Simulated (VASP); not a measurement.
Given:

```
CELL_PARAMETERS angstrom
      0.00000     2.15439     2.15439
      2.15439     0.00000     2.15439
      2.15439     2.15439     0.00000
ATOMIC_POSITIONS crystal
  Si 0.00000 0.00000 0.00000
  C  0.25000 0.25000 0.25000
```

Level of theory: RPBE GGA, VASP's PBE PAW potentials (set 64) (plane waves; VASP). Settings: 520 eV cut-off, 10×10×10 Γ-centred mesh, Gaussian smearing of 0.050 eV, potentials Si C.

### Question
The job: SiC (zinc blende), 2 atoms, RPBE, static run, 520 eV, 10×10×10 Γ-centred mesh. Roughly how much core time does it take on a busy server core?

### Answer
About 10 core-seconds (one run on a shared machine, a rough figure). It had 47 irreducible k-points, 8 bands, up to 548 plane waves and 13 electronic steps.

The compound is SiC in the zinc blende structure. This cell is one point of a volume scan, at 0.94 of the reference volume.
